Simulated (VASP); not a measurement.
## CuPd: single point with LDA

The system is CuPd.

```xyz
2
Lattice="2.9297 0.0000 0.0000 0.0000 2.9297 0.0000 0.0000 0.0000 2.9297" Properties=species:S:1:pos:R:3 pbc="T T T"
Cu    0.0000    0.0000    0.0000
Pd    1.4649    1.4649    1.4649
```

```yaml
Program: VASP 6.6.1
Task: single point
Functional: LDA
Potentials_or_basis: VASP PAW LDA potentials, release 64 (Cu, Pd)
Cutoff: 520 eV
k_mesh: 14 × 14 × 14
Occupations: gaussian, width 0.1 eV
Spin: no spin polarisation
```

```
Pressure               : 0.6 GPa
Band gap on the k mesh : none (metal or under the smearing width)
```

Levels at points of the mesh, in eV from the Fermi level:
```tsv
k point	band 7	band 8	band 9	band 10	band 11	band 12	band 13	band 14
(0.00, 0.00, 0.00)	-1.18	-1.18	-0.10	-0.10	-0.10	9.16	9.16	9.16
(0.50, 0.00, 0.00)	-2.15	-2.15	-1.76	-1.05	-0.65	1.24	14.99	16.52
(0.50, 0.50, 0.00)	-1.09	-0.20	0.06	0.06	0.77	0.77	7.27	7.32
(0.50, 0.50, 0.50)	-1.34	-1.34	-0.14	-0.14	6.65	8.22	8.22	8.22
```

It took 26 s on 1 thread of AMD EPYC 9R45 96-Core Processor (Zen 5), with other jobs on the host, peak memory 0.14 GiB.
